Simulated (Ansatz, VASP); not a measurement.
# CaO (Lime) in two plane-wave programs, part 2 of 2

Aim: how closely do two programs agree when they are given the same cell, functional and k mesh? The cell is taken from a series of runs on this material, whose earlier steps may have relaxed, scaled, displaced or heated it; both programs get it as it stands.

VASP 6.6.1 and Ansatz 0.2.0.

So far: The structure; VASP: dielectric response, PBE.

### Step 3. Ansatz: dielectric response, PBE

Level of this step: Ansatz beside VASP: Kohn-Sham DFT, plane waves, PBE (Ansatz).

Ansatz runs on its default PAW (the set named soft_2) files.

The same cell, functional and mesh now go to Ansatz, which takes its cutoff from its data sets.

Input file input.yaml:

```yaml
crystal:
  lattice:
    - [0.0, 2.4065, 2.4065]
    - [2.4065, 0.0, 2.4065]
    - [2.4065, 2.4065, 0.0]
  atoms:
    - { symbol: Ca, position: [0.0, 0.0, 0.0] }
    - { symbol: O, position: [0.5, 0.5, 0.5] }
kpoints:
  mp_grid: { grid: [8, 8, 8] }
hamiltonian:
  xc: pbe
scf:
  occupations: { method: fixed }
dielectric: {}
```

Started as:

```bash
ansatz run input.yaml --threads 8 --pin off --max-ram 14745MiB --backend cpu --events-out ev --progress --plain --runs-dir out
```

Numbers of over 12 decimals in the logs are rounded to 6 here.

What it wrote:

```text
Engine: ansatz 0.2.0, aarch64-unknown-linux-gnu
Pseudopotentials: kind: paw
Pseudopotential: Ca, paw, valence charge 10, recommended cutoff 420 eV (normal), Ca.paw.azcp
Pseudopotential: O, paw, valence charge 6, recommended cutoff 420 eV (normal), O.paw.azcp
Functional definition: PBE
  parameter kappa = 0.804
  parameter beta = 0.066725
  exchange = pbe_x(kappa = kappa, mu = beta*pi^2/3)
  correlation = pbe_c(beta = beta)
Crystal: 2 atoms, lattice volume = 27.873 Å³
Basis set: ecut = 420 eV, 537 PW (Γ), exchange–correlation on 48×48×48 points (8 copies of the dense FFT grid, shifted against one another)
Bands: 12, of which v1, the nominal top of the filled ones, is band 8 counted from 1 (7 counted from 0)
Symmetry: 48 space group operations
k-points: 59 of 512 (irreducible under 8 space group operations, time reversal used)
Non-local potential: Ca, projectors of the file, l = 0: 3, l = 1: 2, l = 2: 2
Non-local potential: O, projectors of the file, l = 0: 2, l = 1: 2, l = 2: 1
PAW form: soft (Blöchl's): semilocal exchange-correlation on the pseudo side does not see the compensation charge
PAW one-centre angular grid: Ca, 110 points (default); XC on 64 Gauss nodes
PAW one-centre angular grid: O, 110 points (default); XC on 64 Gauss nodes
Initial density: superposition of atomic densities (neutral atoms: chi_scale 0, normalization atom), corrected by the library's trained network
Initial wavefunctions: pseudopotential atomic-orbital guess
Functional: x = pbe(κ = 0.804, μ = 0.219515), c = pbe(β = 0.066725)
SCF iter   1: F=—  HF=-2387.721819 eV  |F-HF|=—  |Δ(HF+E_count)|=         —  Δρ=1.01e-3  dr2=2.18e-4  ethr=1.77e-3  ⟨swp⟩=4.8  Hψ=4204  notcnv=0  defer=12
preconditioner: auto → none  [insulator: Δε(μ)=3.654 eV  Ē_g=18.096 eV  n_scr=8 (ndim 8)  ℏωp=26.3 eV  f_vac=0.000  ε∞_Penn≈3.1]
SCF iter   2: F=—  HF=-2387.721901 eV  |F-HF|=—  |Δ(HF+E_count)|=   8.15e-5  Δρ=1.80e-3  dr2=8.72e-4  ethr=1.36e-6  ⟨swp⟩=2.1  Hψ=1733  notcnv=0  defer=113
SCF iter   3: F=—  HF=-2387.721745 eV  |F-HF|=—  |Δ(HF+E_count)|=   1.56e-4  Δρ=6.37e-4  dr2=1.16e-4  ethr=1.36e-6  ⟨swp⟩=2.0  Hψ=1035  notcnv=0  defer=80
SCF iter   4: F=—  HF=-2387.721761 eV  |F-HF|=—  |Δ(HF+E_count)|=   1.67e-5  Δρ=1.61e-4  dr2=5.79e-6  ethr=7.24e-7  ⟨swp⟩=2.0  Hψ=997  notcnv=0  defer=4
SCF iter   5: F=—  HF=-2387.721764 eV  |F-HF|=—  |Δ(HF+E_count)|=   2.29e-6  Δρ=1.24e-4  dr2=4.38e-6  ethr=3.62e-8  ⟨swp⟩=1.0  Hψ=708  notcnv=0
SCF iter   6: F=—  HF=-2387.721763 eV  |F-HF|=—  |Δ(HF+E_count)|=   1.12e-6  Δρ=5.35e-5  dr2=8.22e-7  ethr=2.74e-8  ⟨swp⟩=1.7  Hψ=780  notcnv=0
SCF iter   7: F=—  HF=-2387.721761 eV  |F-HF|=—  |Δ(HF+E_count)|=   1.69e-6  Δρ=1.88e-5  dr2=1.01e-7  ethr=5.14e-9  ⟨swp⟩=2.0  Hψ=784  notcnv=0
SCF iter   8: F=—  HF=-2387.721761 eV  |F-HF|=—  |Δ(HF+E_count)|=   2.06e-8  Δρ=5.99e-6  dr2=1.02e-8  ethr=6.32e-10  ⟨swp⟩=2.0  Hψ=816  notcnv=0
SCF iter   9: F=—  HF=-2387.721761 eV  |F-HF|=—  |Δ(HF+E_count)|=   2.18e-9  Δρ=1.34e-6  dr2=5.13e-10  ethr=6.39e-11  ⟨swp⟩=2.0  Hψ=857  notcnv=0
SCF iter  10: F=-2387.721761 eV  HF=-2387.721761 eV  |F-HF|=4.55e-13  |Δ(HF+E_count)|=  1.16e-10  Δρ=1.59e-8  dr2=5.78e-14  ethr=1.00e-12  ⟨swp⟩=1.1  Hψ=1962  notcnv=0
SCF 1 converged in 10 iterations: F = -2387.721761 eV  dr2 = 5.78e-14
  greatest PAW one-centre occupation: 0.995 electrons in one spin orbital (limit 2), on the Ca atom at site 0 (counted from 0), in its partial waves of l = 0
DFPT response loops at Γ: preconditioner auto → none (the input reference at scf.mixing.eps_inf says where Resta's filter doesn't serve); β = 0.50; Broyden in place of MSR1
── the response to a field inside a basis, on 8×8×8 k-points: an SCF that follows is theirs, and a resumed run solves both again ──
Bands: 9, of which v1, the nominal top of the filled ones, is band 8 counted from 1 (7 counted from 0)
k-points: 60 of 512 (irreducible under 12 space group operations)
Initial density: handed on by an earlier stage of this run
Initial wavefunctions: pseudopotential atomic-orbital guess (no wavefunctions were taken with the density)
Eigensolver: Dense (60 Hₖ)
SCF iter   1: F=—  HF=-2387.723157 eV  |F-HF|=—  |Δ(HF+E_count)|=         —  Δρ=5.00e-4  dr2=1.09e-5  ethr=1.00e-1
preconditioner: auto → none  [insulator: Δε(μ)=3.843 eV  Ē_g=16.339 eV  n_scr=8 (ndim 8)  ℏωp=26.3 eV  f_vac=0.000  ε∞_Penn≈3.6]
SCF iter   2: F=—  HF=-2387.723165 eV  |F-HF|=—  |Δ(HF+E_count)|=   8.05e-6  Δρ=2.42e-4  dr2=6.78e-6  ethr=6.80e-8
SCF iter   3: F=—  HF=-2387.723167 eV  |F-HF|=—  |Δ(HF+E_count)|=   2.63e-6  Δρ=1.66e-4  dr2=3.67e-6  ethr=4.24e-8
SCF iter   4: F=-2387.723167 eV  HF=-2387.723167 eV  |F-HF|=1.72e-8  |Δ(HF+E_count)|=   5.16e-8  Δρ=1.47e-5  dr2=1.71e-8  ethr=2.30e-8
SCF 1 converged in 4 iterations: F = -2387.723167 eV  dr2 = 1.71e-8
DFPT response loops at Γ: mixed as the last ones told, above
SCF converged after 10 iterations
Free energy (F): -2387.721761 eV
Harris-Foulkes:  -2387.721761 eV  (|F-HF|=4.55e-13)
Internal energy: -2387.721761 eV  (E = F + TS)
E sigma→0 (E₀):  -2387.721761 eV
Fermi energy:    7.648890 eV
--- Per-component energies (eV) ---
  E_band       = -101.740863
  E_kinetic    = 456.074593
  E_local      = -893.739525  (includes V_loc(G=0)·N_el)
  E_nonlocal   = 111.485490
  E_hartree    = 296.406673
  E_xc         = -213.277638
  E_vxc        = -268.332557  (∫ρ·V_xc dr)
  E_paw        = -1016.293885  (= ΣΔE_a)
  E_vpaw       = -100.044633  (= ΣTr[D̂ρ^β])
  E_aug_tail   = 0.002430  (compensation charges beyond the density's cutoff)
  E_ewald      = -1128.379897
  E_smearing   = -0.000000  (= −TS)
  E_closure    = -0.000000  (closes the sum)
  Σ components = -2387.721761   (vs F -2387.721761, Δ=0.00e0)
--- Band table (eV; the first three rows and the last of 59) ---
  k-point 0: bands = [... 4 lower, -7.8595, 7.6489, 7.6489, 7.6489, 12.3462, 13.8763, 13.8763, 13.8763]
  k-point 1: bands = [... 4 lower, -7.6446, 7.1188, 7.4422, 7.4422, 13.0277, 13.8350, 14.1376, 14.1376]
  k-point 2: bands = [... 4 lower, -7.2060, 6.1278, 6.9986, 6.9986, 13.8988, 14.4838, 14.8233, 14.8233]
  k-point 58: bands = [... 4 lower, -7.2473, 6.3783, 6.5945, 6.5945, 13.9581, 13.9581, 16.0110, 17.1625]
--- Dielectric response (ions clamped): 3 representative field directions + reference, inside a basis on a mesh of 512 k-points (Σ response iterations 15) ---
  ε∞ (high-frequency dielectric tensor):
        3.790478     0.000000     0.000000
        0.000000     3.790478     0.000000
        0.000000     0.000000     3.790478
  Born effective charges Z* (e; rows j = field, columns β = displacement):
    site 0:
         2.35475    0.00000    0.00000
         0.00000    2.35475   -0.00000
         0.00000    0.00000    2.35475
    site 1:
        -2.35475   -0.00000   -0.00000
        -0.00000   -2.35475    0.00000
        -0.00000   -0.00000   -2.35475
  Z* charge neutrality: 1.099e-3 e pre-enforcement
  solved inside a basis spanned on kpoints, on 8×8×8 k-points, its susceptibility summed on 12×12×12: ε∞ is read to err by 9.2e-3, Z* by 1.1e-2 e (field_mesh: kpoints solves on kpoints); Z* is corrected for what the basis lacks
```

Reading the cycles: dr2 is the Hartree energy of the density residual (eV), the measure of convergence; HF is the Harris–Foulkes estimate of the energy, which meets the free energy F at convergence.

### Step 4. Comparison

Known differences besides the potentials themselves: fixed occupations in Ansatz, narrow Gaussian smearing in VASP; VASP's response is taken on the typed mesh, Ansatz refines its own for the field response alone; the cutoff is 420 eV in Ansatz and 520 eV in VASP. Total energies have different zeros and are not compared.

Both answers:

```tsv
quantity	Ansatz	VASP	difference
ε∞ xx	3.79	3.79	+0.04 %
ε∞ yy	3.79	3.79	+0.04 %
ε∞ zz	3.79	3.79	+0.04 %
```

### Step 5. Results

```yaml
difference_in_eps_infinity_xx_dielectric_response_pbe: 0.037 %
```

In words: The difference in ε∞ xx is 0.037 % (dielectric response, PBE), within the 5 % picked in this series as the mark of a large difference. How closely two codes agree says nothing of how well the functional describes the real material.

[Lines on the potential files, build, host, timing and source positions are cut from VASP's logs without a mark.]

[Logs are printed without paths, hosts, clocks, repeated set-up lines and the standing remarks that a program may print on its own settings, such as how far it seeks lower states.]

[Hosts, paths, dates, database ids (printed as entryN), source tags and the programs' standing remarks are cut or masked in the printed files.]
